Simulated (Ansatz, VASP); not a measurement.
# Ge (Germanium): VASP beside Ansatz

Aim: how closely do two programs agree when they are given the same cell, functional and k mesh? The cell is taken from a series of runs on this material, whose earlier steps may have relaxed, scaled, displaced or heated it; both programs get it as it stands.

Method: plane waves, with VASP 6.6.1 beside it; zone-centre phonons at PBEsol, in Ansatz 0.2.0.

## 1. The structure

It takes space group R-3m (No. 166, trigonal). The conventional cell has a = 4.053 Å, b = 4.053 Å, c = 9.791 Å, α = 90.00°, β = 90.00°, γ = 120.00°. Nearest to Ge lie 4 Ge at 2.46 to 2.47 Å.

## 2. Ansatz: zone-centre phonons, PBEsol

Ansatz runs on its PAW soft_1 files.

Second derivatives magnify differences that forces hide, and they need a tight electronic threshold.

Contents of input.yaml:

```yaml
crystal:
  lattice:
    - [-0.026515867, 2.8397257371, 2.8397257371]
    - [2.8397257371, -0.026515867, 2.8397257371]
    - [2.8397257371, 2.8397257371, -0.026515867]
  atoms:
    - { symbol: Ge, position: [0.4993585838, 0.4993585838, 0.4993585838] }
    - { symbol: Ge, position: [0.7506414162, 0.7506414162, 0.7506414162] }
kpoints:
  mp_grid: { grid: [16, 16, 16] }
hamiltonian:
  xc: pbesol
  pseudopotentials: { kind: paw, azcp: { folder: soft_1 }, xc_functional: pbe }
scf:
  occupations: { method: methfessel_paxton, width: 0.2 }
output:
  eigenvalues: true
phonons:
  method: dfpt
```

Started as:

```bash
$ ansatz run input.yaml --threads 4 --pin off --max-ram 10240MiB --backend cpu --events-out ev --progress --plain --runs-dir out
```

Numbers of over 12 decimals in the logs are rounded to 6 here.

The program printed:

```text
Engine: ansatz 0.2.0, aarch64-unknown-linux-gnu
Pseudopotentials: kind: paw
Pseudopotential: Ge, paw, valence charge 14, recommended cutoff 420 eV (normal), soft_1/Ge.paw.azcp
Functional definition: PBEsol
  exchange = pbesol_x
  correlation = pbesol_c
Crystal: 2 atoms, lattice volume = 46.441 Å³
Basis set: ecut = 420 eV, 917 PW (Γ), exchange–correlation on 64×64×64 points (8 copies of the dense FFT grid, shifted against one another)
Bands: 18, of which v1, the nominal top of the filled ones, is band 14 counted from 1 (13 counted from 0)
Symmetry: 12 space group operations
k-points: 1098 of 4096 (irreducible under 2 space group operations, time reversal used)
Non-local potential: Ge, projectors of the file, l = 0: 2, l = 1: 2, l = 2: 3, l = 3: 1
PAW form: soft (Blöchl's): semilocal exchange-correlation on the pseudo side does not see the compensation charge
PAW frozen core: Ge, regenerated for the run's functional, and the local potential with it (the file was generated under x = pbe(κ = 0.804, μ = 0.219515), c = pbe(β = 0.066725))
PAW one-centre angular grid: Ge, 590 points (default); XC on 64 Gauss nodes
Initial density: superposition of atomic densities (chi_scale 0.1, normalization cell)
Initial wavefunctions: pseudopotential atomic-orbital guess
Functional: x = pbesol(κ = 0.804, μ = 0.123457), c = pbesol(β = 0.046)
SCF iter   1: F=—  HF=-8507.070176 eV  |F-HF|=—  |Δ(HF+E_count)|=         —  Δρ=3.42e-2  dr2=4.31e-1  ethr=3.10e-3  ⟨swp⟩=5.1  Hψ=88059  notcnv=0
preconditioner: auto → Kerker (q_TF=auto, 2.508 Å⁻¹)  [metal: Δε(μ)=0.034 eV  Ē_g=23.174 eV  σ=0.200 eV  W_gap=0.14  n_scr=14 (ndim 8)  ℏωp=28.8 eV  f_vac=0.000  D(μ)=0.04/eV (n_scr^D=0)]
SCF iter   2: F=—  HF=-8507.044305 eV  |F-HF|=—  |Δ(HF+E_count)|=   2.59e-2  S|Δr|=    0.00e0  Δρ=2.23e-2  dr2=2.15e-1  ethr=1.54e-3  ⟨swp⟩=1.0  Hψ=28548  notcnv=0
SCF iter   3: F=—  HF=-8507.002048 eV  |F-HF|=—  |Δ(HF+E_count)|=   4.23e-2  S|Δr|=    0.00e0  Δρ=3.69e-3  dr2=1.17e-2  ethr=7.69e-4  ⟨swp⟩=1.1  Hψ=19829  notcnv=0
SCF iter   4: F=—  HF=-8507.001849 eV  |F-HF|=—  |Δ(HF+E_count)|=   1.99e-4  S|Δr|=    0.00e0  Δρ=2.51e-3  dr2=4.21e-3  ethr=4.19e-5  ⟨swp⟩=2.0  Hψ=34459  notcnv=0
SCF iter   5: F=—  HF=-8507.002699 eV  |F-HF|=—  |Δ(HF+E_count)|=   8.50e-4  S|Δr|=    0.00e0  Δρ=5.99e-4  dr2=1.74e-4  ethr=1.50e-5  ⟨swp⟩=2.0  Hψ=35142  notcnv=0
SCF iter   6: F=—  HF=-8507.002823 eV  |F-HF|=—  |Δ(HF+E_count)|=   1.24e-4  S|Δr|=    0.00e0  Δρ=1.17e-4  dr2=4.43e-6  ethr=6.20e-7  ⟨swp⟩=2.0  Hψ=35179  notcnv=0
SCF iter   7: F=—  HF=-8507.002837 eV  |F-HF|=—  |Δ(HF+E_count)|=   1.39e-5  S|Δr|=    0.00e0  Δρ=2.57e-5  dr2=2.18e-7  ethr=1.58e-8  ⟨swp⟩=2.0  Hψ=35180  notcnv=0
SCF iter   8: F=—  HF=-8507.002838 eV  |F-HF|=—  |Δ(HF+E_count)|=   3.05e-7  S|Δr|=    0.00e0  Δρ=4.29e-6  dr2=8.53e-9  ethr=7.78e-10  ⟨swp⟩=2.0  Hψ=35181  notcnv=0
SCF iter   9: F=—  HF=-8507.002838 eV  |F-HF|=—  |Δ(HF+E_count)|=   2.20e-8  S|Δr|=    0.00e0  Δρ=1.30e-6  dr2=1.26e-9  ethr=3.05e-11  ⟨swp⟩=2.0  Hψ=24200  notcnv=0
SCF iter  10: F=—  HF=-8507.002838 eV  |F-HF|=—  |Δ(HF+E_count)|=   1.14e-9  S|Δr|=    0.00e0  Δρ=3.53e-7  dr2=1.08e-10  ethr=4.52e-12  ⟨swp⟩=2.0  Hψ=24189  notcnv=0
SCF iter  11: F=-8507.002838 eV  HF=-8507.002838 eV  |F-HF|=1.82e-12  |Δ(HF+E_count)|=  6.73e-11  S|Δr|=    0.00e0  Δρ=1.07e-7  dr2=5.02e-12  ethr=1.00e-12  ⟨swp⟩=5.9  Hψ=76024  notcnv=0
SCF 1 converged in 11 iterations: F = -8507.002838 eV  dr2 = 5.02e-12
  greatest PAW one-centre occupation: 0.998 electrons in one spin orbital (limit 2), on the Ge atom at site 1 (counted from 0), in its partial waves of l = 2
DFPT response loops at Γ: preconditioner auto → Kerker (q_TF=auto, 2.508 Å⁻¹) (partly filled bands, converged f_vac=0.066); β = 1.00, the filter's whole step (`scf.mixing.beta` (0.50) is not read by the response loops under this deck's `scf.mixing.preconditioner`; to damp them name `kerker` or `kerker_dos`, under which they read `scf.mixing.beta`, and type it under 1.00, their step now; both keys bind the ground state too); Broyden in place of MSR1
SCF converged after 11 iterations
Stability not checked: this state was not tested for a lower state beside it, because cold or Methfessel-Paxton smearing, or corrected tetrahedra, fill the levels in a way that the test cannot read (fill_not_monotonic; see scf.lower_state_search)
Free energy (F): -8507.002838 eV
Harris-Foulkes:  -8507.002838 eV  (|F-HF|=1.82e-12)
Internal energy: -8507.002970 eV  (E = F + TS)
E sigma→0 (E₀):  -8507.002871 eV
Entropy (-TS):   0.000133 eV (0.066 meV/atom)
Fermi energy:    8.078304 eV
--- Per-component energies (eV) ---
  E_band       = -311.775366
  E_kinetic    = 185.158080
  E_local      = -4540.386314  (includes V_loc(G=0)·N_el)
  E_nonlocal   = 438.483792
  E_hartree    = 2158.912499
  E_xc         = -141.932803
  E_vxc        = -129.979566  (∫ρ·V_xc dr)
  E_paw        = -3944.529433  (= ΣΔE_a)
  E_vpaw       = -582.876360  (= ΣTr[D̂ρ^β])
  E_aug_tail   = 0.000028  (compensation charges beyond the density's cutoff)
  E_ewald      = -2664.544694
  E_core_change = 1.835876  (= ΣΔE_core)
  E_smearing   = 0.000133  (= −TS)
  E_closure    = 0.000000  (closes the sum)
  Σ components = -8507.002838   (vs F -8507.002838, Δ=0.00e0)
--- Band table (eV; the first three rows and the last of 1098) ---
  k-point 0: bands = [... 10 lower, -4.5232, 7.8256, 8.0396, 8.0396, 8.1544, 10.5501, 10.5501, 10.6914]
  k-point 1: bands = [... 10 lower, -4.4769, 6.8223, 7.9469, 8.0467, 8.7513, 10.6762, 10.7477, 10.8038]
  k-point 2: bands = [... 10 lower, -4.3387, 5.6376, 7.7229, 7.8143, 8.9839, 10.9846, 11.0951, 11.4278]
  k-point 1097: bands = [... 10 lower, -2.4222, 0.5827, 6.6376, 6.6376, 7.9801, 11.7063, 11.7063, 14.9414]
--- Phonons (Γ-DFPT): 1 representative perturbation + reference, on 1098 of 4096 k-points (Σ response iterations 3) ---
  k mesh reduced under 2 symmetry operations, with k and −k counted as one. Each operation leaves every solved perturbation unchanged. A smaller set is not used because it would not reduce the number of displacements times k-points to solve
  ASR residual: 1.718e-5 → 0.000e0 eV/Å²; symmetrization residual: 1.322e-12 eV/Å²
  ASR residual per site (eV/Å²): 1.72e-5 1.72e-5
  Γ frequencies (cm⁻¹): 0.00 0.00 0.00 277.02 277.02 279.08
  non-analytic LO–TO correction: not included (Born effective charges unavailable; polar crystals: no LO–TO splitting at Γ)
```

Reading the cycles: dr2 is the Hartree energy of the density residual (eV), the measure of convergence; HF is the Harris–Foulkes estimate of the energy, which meets the free energy F at convergence.

## 3. VASP: zone-centre phonons, PBEsol

The same cell, functional, mesh and smearing now go to VASP, with its own data sets.

Lines of VASP's logs that name or quote its potential files are left out, and so is its time.

Contents of INCAR:

```
SYSTEM = Ge
PREC = Accurate
ENCUT = 500
EDIFF = 1E-08
NELM = 120
ISMEAR = 1
SIGMA = 0.2
LREAL = .FALSE.
ALGO = Normal
GGA = PS
NBANDS = 20
LORBIT = 11
LWAVE = .FALSE.
LCHARG = .FALSE.
ISIF = 2
IBRION = 8
LASPH = .TRUE.
GGA_COMPAT = .FALSE.
KPAR = 2
```

Contents of POSCAR:

```
Ge
1.0
   -0.0265158670      2.8397257371      2.8397257371
    2.8397257371     -0.0265158670      2.8397257371
    2.8397257371      2.8397257371     -0.0265158670
Ge
2
Direct
    0.4993585838      0.4993585838      0.4993585838
    0.7506414162      0.7506414162      0.7506414162
```

Contents of KPOINTS:

```
Automatic mesh
0
Gamma
16 16 16
0 0 0
```

The projector-augmented-wave data sets are Ge_d (PBE family, release 64).

Started as:

```bash
$ mpirun -np 2 vasp_std
```

The program printed:

```text
[banner, memory and clock lines left out]
running    2 mpi-ranks, on    1 nodes
 distrk:  each k-point on    1 cores,    2 groups
 distr:  one band on    1 cores,    1 groups

 POSCAR found type information on POSCAR Ge
 POSCAR found :  1 types and       2 ions
|                                                                             |
|               ----> ADVICE to this user running VASP <----                  |
|                                                                             |
|     You enforced a specific xc type in the INCAR file but a different       |
|     [... a line on the potential file left out ...]
|     I HOPE YOU KNOW WHAT YOU ARE DOING!                                     |
|                                                                             |

 LDA part: xc-table for (Slater+PW92), standard interpolation
 POSCAR, INCAR and KPOINTS ok, starting setup
 FFT: planning ... GRIDC
 FFT: planning ... GRID_SOFT
 FFT: planning ... GRID
 WAVECAR not read
 entering main loop
       N       E                     dE             d eps       ncg     rms          rms(c)
DAV:   1     0.183330760711E+03    0.18333E+03   -0.14607E+04 17836   0.371E+03
DAV:   2     0.159822184443E+02   -0.16735E+03   -0.16301E+03 16684   0.587E+02
DAV:   3    -0.918526488929E+01   -0.25167E+02   -0.24993E+02 18880   0.145E+02
DAV:   4    -0.999754708402E+01   -0.81228E+00   -0.81165E+00 18788   0.307E+01
DAV:   5    -0.100110633607E+02   -0.13516E-01   -0.13516E-01 18660   0.434E+00    0.315E+00
DAV:   6    -0.991483164779E+01    0.96232E-01   -0.35417E-02 22152   0.240E+00    0.179E+00
DAV:   7    -0.986875580524E+01    0.46076E-01   -0.57457E-02 17700   0.251E+00    0.154E-01
DAV:   8    -0.986971214771E+01   -0.95634E-03   -0.67546E-03 18836   0.119E+00    0.513E-02
DAV:   9    -0.986982392625E+01   -0.11178E-03   -0.24512E-04 18896   0.220E-01    0.109E-02
DAV:  10    -0.986983871149E+01   -0.14785E-04   -0.21656E-05 20948   0.395E-02    0.537E-03
DAV:  11    -0.986983965587E+01   -0.94438E-06   -0.45623E-06 22332   0.319E-02    0.137E-03
DAV:  12    -0.986983937825E+01    0.27762E-06   -0.77954E-07 22200   0.166E-02    0.476E-04
DAV:  13    -0.986983938864E+01   -0.10397E-07   -0.35870E-08 18260   0.258E-03    0.175E-04
DAV:  14    -0.986983936827E+01    0.20371E-07   -0.89926E-09 11572   0.185E-03    0.437E-05
DAV:  15    -0.986983936206E+01    0.62100E-08   -0.16321E-09  9864   0.453E-04
   1 F= -.98698394E+01 E0= -.98698851E+01  d E =0.137191E-03
 Linear response reoptimize wavefunctions to high precision
DAV:   1    -0.986983936008E+01    0.19845E-08   -0.55622E-10 10092   0.402E-04
DAV:   2    -0.986983936009E+01   -0.10914E-10   -0.11996E-10  9552   0.121E-04
 Linear response DOF=           1
 Linear response progress:
  Degree of freedom:   1/  1
       N       E                     dE             d eps       ncg     rms          rms(c)
RMM:   1    -0.186821130312E+00   -0.18682E+00    0.82500E+00 53770   0.446E+01
RMM:   2    -0.193967017841E+00   -0.71459E-02   -0.12782E-02 71178   0.106E+00    0.721E-02
RMM:   3    -0.193981332210E+00   -0.14314E-04   -0.90186E-04 75093   0.310E-01    0.417E-02
RMM:   4    -0.193880198575E+00    0.10113E-03   -0.57690E-05 80289   0.790E-02    0.450E-03
RMM:   5    -0.193880841156E+00   -0.64258E-06   -0.46383E-06 77331   0.175E-02    0.229E-03
RMM:   6    -0.193886512214E+00   -0.56711E-05   -0.23607E-07 78612   0.487E-03    0.302E-04
RMM:   7    -0.193885550123E+00    0.96209E-06   -0.11074E-07 80752   0.153E-03    0.183E-04
RMM:   8    -0.193884443111E+00    0.11070E-05   -0.99564E-09 81798   0.564E-04    0.410E-05
RMM:   9    -0.193884379696E+00    0.63414E-07   -0.13420E-08 81848   0.236E-04    0.188E-05
RMM:  10    -0.193884533244E+00   -0.15355E-06   -0.18837E-08 82655   0.106E-04    0.597E-06
RMM:  11    -0.193884567138E+00   -0.33893E-07   -0.46882E-09 84016   0.582E-05    0.286E-06
RMM:  12    -0.193884594037E+00   -0.26899E-07    0.28599E-09 82120   0.384E-05    0.128E-06
RMM:  13    -0.193884600550E+00   -0.65128E-08    0.40763E-09 63726   0.294E-05    0.495E-07
 first order change of Fermi-energy  -0.37330E+00
 force on displaced ion       1 direction 1 : -10.289  -0.052  -0.052
 Linear response finished
```

From OUTCAR (step 3):

```text
ion  position               nearest neighbor table
   1  0.499  0.499  0.499-   2 2.46   2 2.47   2 2.47   2 2.47
   2  0.751  0.751  0.751-   1 2.46   1 2.47   1 2.47   1 2.47

  LATTYP: Found a trigonal (rhomboedric) cell.
 ALAT       =     4.0160661866
 COS(alpha) =     0.4906411363

 Subroutine GETGRP returns: Found 12 space group operations
 (whereof  6 operations were pure point group operations)

The static configuration has the point symmetry C_3v.
 The point group associated with its full space group is D_3d.

 Found    417 irreducible k-points:

   k-points           NKPTS =    417   k-points in BZ     NKDIM =    417   number of bands    NBANDS=     20

   dimension x,y,z NGX =    30 NGY =   30 NGZ =   30
   dimension x,y,z NGXF=    60 NGYF=   60 NGZF=   60

   ENCUT  =  500.0 eV  36.75 Ry    6.06 a.u.   7.32  7.32  7.32*2*pi/ulx,y,z

   NELECT =      28.0000    total number of electrons

 k-points in reciprocal lattice and weights: Automatic mesh
   0.00000000  0.00000000  0.00000000       0.000
   0.06250000  0.00000000  0.00000000       0.001
   0.12500000  0.00000000  0.00000000       0.001
   0.18750000  0.00000000 -0.00000000       0.001
   0.25000000  0.00000000  0.00000000       0.001
   0.31250000  0.00000000  0.00000000       0.001
   0.37500000  0.00000000 -0.00000000       0.001
   0.43750000 -0.00000000 -0.00000000       0.001
   0.50000000  0.00000000  0.00000000       0.001
[...]
-0.43750000  0.50000000  0.43750000       0.001
   0.50000000  0.50000000  0.50000000       0.000

 average (electrostatic) potential at core
       1 -74.3857       2 -74.3857

  Total       -0.3343956     -0.3343956     -0.3343956      0.1490201      0.1490201      0.1490201
  in kB      -11.5364303    -11.5364303    -11.5364303      5.1410987      5.1410987      5.1410987
  external PRESSURE =     -11.5364303 kB  Pullay stress =       0.0000000 kB

  energy-cutoff  :      500.00
  volume of cell :       46.44
      direct lattice vectors                 reciprocal lattice vectors
    -0.026515867  2.839725737  2.839725737    -0.173626215  0.175262726  0.175262726
     2.839725737 -0.026515867  2.839725737     0.175262726 -0.173626215  0.175262726
     2.839725737  2.839725737 -0.026515867     0.175262726  0.175262726 -0.173626215

 POSITION                                       TOTAL-FORCE (eV/Angst)
 -----------------------------------------------------------------------------------
      2.82284      2.82284      2.82284        -0.000097     -0.000097     -0.000097
      4.24333      4.24333      4.24333         0.000097      0.000097      0.000097
 -----------------------------------------------------------------------------------
    total drift:                               -0.000000     -0.000000     -0.000000

 Eigenvectors and eigenvalues of the dynamical matrix
 ----------------------------------------------------

   1 f  =    8.364647 THz    52.556625 2PiTHz  279.014579 cm-1    34.593383 meV
             X         Y         Z           dx          dy          dz
      2.822842  2.822842  2.822842     0.408248    0.408248    0.408248
      4.243328  4.243328  4.243328    -0.408248   -0.408248   -0.408248

   2 f  =    8.301477 THz    52.159717 2PiTHz  276.907457 cm-1    34.332134 meV
             X         Y         Z           dx          dy          dz
      2.822842  2.822842  2.822842     0.288675    0.288675   -0.577350
      4.243328  4.243328  4.243328    -0.288675   -0.288675    0.577350

   3 f  =    8.301477 THz    52.159717 2PiTHz  276.907457 cm-1    34.332134 meV
             X         Y         Z           dx          dy          dz
      2.822842  2.822842  2.822842     0.500000   -0.500000   -0.000000
      4.243328  4.243328  4.243328    -0.500000    0.500000   -0.000000

   4 f  =    0.000000 THz     0.000001 2PiTHz    0.000006 cm-1     0.000001 meV
             X         Y         Z           dx          dy          dz
      2.822842  2.822842  2.822842     0.011032   -0.289747    0.644922
      4.243328  4.243328  4.243328     0.011032   -0.289747    0.644922

   5 f  =    0.000000 THz     0.000000 2PiTHz    0.000001 cm-1     0.000000 meV
             X         Y         Z           dx          dy          dz
      2.822842  2.822842  2.822842     0.586563   -0.356366   -0.170139
      4.243328  4.243328  4.243328     0.586563   -0.356366   -0.170139

   6 f/i=    0.000000 THz     0.000000 2PiTHz    0.000001 cm-1     0.000000 meV
             X         Y         Z           dx          dy          dz
      2.822842  2.822842  2.822842    -0.394743   -0.537634   -0.234793
      4.243328  4.243328  4.243328    -0.394743   -0.537634   -0.234793

 ELASTIC MODULI CONTR FROM IONIC RELAXATION (kBar)
 Direction    XX          YY          ZZ          XY          YZ          ZX
 --------------------------------------------------------------------------------
 XX          -0.2133     -0.2016     -0.2016     -3.2600     -4.7616     -3.3975
 YY          -0.2016     -0.2133     -0.2016     -3.3975     -3.2600     -4.7616
 ZZ          -0.2016     -0.2016     -0.2133     -4.7616     -3.3975     -3.2600
 XY          -3.2600     -3.3975     -4.7616   -188.6382    -11.4464    -11.4464
 YZ          -4.7616     -3.2600     -3.3975    -11.4464   -188.6382    -11.4464
 ZX          -3.3975     -4.7616     -3.2600    -11.4464    -11.4464   -188.6382
 --------------------------------------------------------------------------------
```

## 4. Comparison

Known differences besides the potentials themselves: the cutoff is 420 eV in Ansatz and 500 eV in VASP; Ansatz makes its cores anew for this functional, VASP keeps those of its PBE data sets. Total energies have different zeros and are not compared.

Both answers:

```tsv
quantity	Ansatz	VASP	difference
optical mode 1 to 2 (cm⁻¹)	277.0	276.9	+0.04 %
optical mode 3 (cm⁻¹)	279.1	279.0	+0.02 %
```

Modes are paired by rising frequency, not by their patterns, so a pair may set unlike modes beside each other; they are those without the splitting of longitudinal modes.

## 5. What came out

| Property | Result |
| --- | --- |
| r.m.s. difference of the optical zone-centre modes, each program's sorted by frequency (zone-centre phonons, PBEsol) | 0.099 cm⁻¹ |

**Reading.** The r.m.s. difference of the optical zone-centre modes, each program's sorted by frequency is 0.099 cm⁻¹ (zone-centre phonons, PBEsol). How closely two codes agree says nothing of how well the functional describes the real material.

[Lines on the potential files, build, host, timing and source positions are cut from VASP's logs without a mark.]

[Logs are printed without paths, hosts, clocks, repeated set-up lines and the standing remarks that a program may print on its own settings, such as how far it seeks lower states.]

[Hosts, paths, dates, database ids (printed as entryN), source tags and the programs' standing remarks are cut or masked in the printed files.]
